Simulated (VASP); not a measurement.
Data:

```
CELL_PARAMETERS angstrom
      0.00000     2.16643     2.16643
      2.16643     0.00000     2.16643
      2.16643     2.16643     0.00000
ATOMIC_POSITIONS crystal
  Be 0.75000 0.75000 0.75000
  Be 0.25000 0.25000 0.25000
  C  0.00000 0.00000 0.00000
```

Computed with modified Becke-Johnson potential (mBJ), VASP's PBE PAW potentials (set 64) (plane waves; VASP 6.6.1). Numerical set-up: 500 eV cut-off, 6×6×6 Γ-centred mesh, Gaussian smearing of 0.050 eV, potentials Be C.

mBJ is a potential without an energy functional, so only the levels count.

Q: Give the energies of bands 2 to 7 at the high-symmetry points, in eV from the valence-band maximum.

A: 
| band | Γ | X | U | L | W |
|---|---|---|---|---|---|
| 2 | 0.00 | -6.68 | -6.60 | -8.50 | -5.95 |
| 3 | 0.00 | -4.56 | -6.18 | -1.76 | -5.78 |
| 4 | 0.00 | -4.56 | -3.83 | -1.76 | -5.78 |
| 5 | 4.84 | 1.81 | 3.89 | 5.73 | 6.28 |
| 6 | 4.84 | 6.17 | 8.84 | 5.73 | 8.97 |
| 7 | 4.84 | 14.42 | 12.46 | 7.54 | 10.12 |

The gap is indirect, 1.81 eV, from the valence maximum at Γ to the conduction minimum at X.

The structure comes from a computed database's Be2C entry (Fm-3m); how it stands against other phases isn't given here. It was relaxed first. The cell's shape comes from a PBE relaxation.
